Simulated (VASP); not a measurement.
## P (relaxed from the beta-Sn structure, space group I4_1/amd): computed properties

The numbers are results of PBEsol GGA, VASP's PBE PAW potentials (set 64) (plane waves; VASP), not measurements.

For P, the space group is I4_1/amd (141) and the cell is a = b = 4.8524 Å, c = 2.4642 Å, α = β = γ = 90.00°. The volume per atom is 14.51 Å^3/atom and the band gap (over mesh and band path) comes out as none (metal, semimetal or under 0.01 eV). The density is 3.55 g/cm³.

Space group I4₁/amd, origin choice 1 (No. 141); a = b = 4.852 Å, c = 2.464 Å, α = β = γ = 90.00°

```tsv
atom	site	symmetry	x	y	z
P	4a	-4m2	0.0000	0.0000	0.0000
```
(The calculation used a cell of 2 atoms; values per cell refer to that cell.)

The structure was generated: P was put into the beta-Sn type (I4_1/amd), which need not be its known phase. It was relaxed first, which changed the volume by -5 %. Symmetry was kept, so distortions that lower it aren't found.
